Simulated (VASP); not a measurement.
Given:

```yaml
crystal:
  lattice:
    - [0.00000, 3.18118, 3.18118]
    - [3.18118, 0.00000, 3.18118]
    - [3.18118, 3.18118, 0.00000]
  atoms:
    - { symbol: Ba, position: [0.00000, 0.00000, 0.00000] }
    - { symbol: S, position: [0.50000, 0.50000, 0.50000] }
```

Level of theory: PBEsol GGA, VASP's PBE PAW potentials (set 64) (plane waves; VASP 6.6.1). Numerical set-up: 480 eV cut-off, 8×8×8 Γ-centred mesh, Gaussian smearing of 0.050 eV, potentials Ba_sv S.

Unless said otherwise, spin-orbit coupling is left out, though it shifts the bands of the heavy elements here.

Problem. Predict the energy per atom (σ→0), band gap (on the k-mesh) with the smallest direct gap where there is one.

Solution. 
The band gap (on the k-mesh) comes out as 1.96 eV and the smallest direct gap (on the k-mesh) comes out as 2.09 eV. The energy per atom (σ→0) is -5.360 eV/atom.

The compound is BaS in the rock salt structure. It was relaxed first.
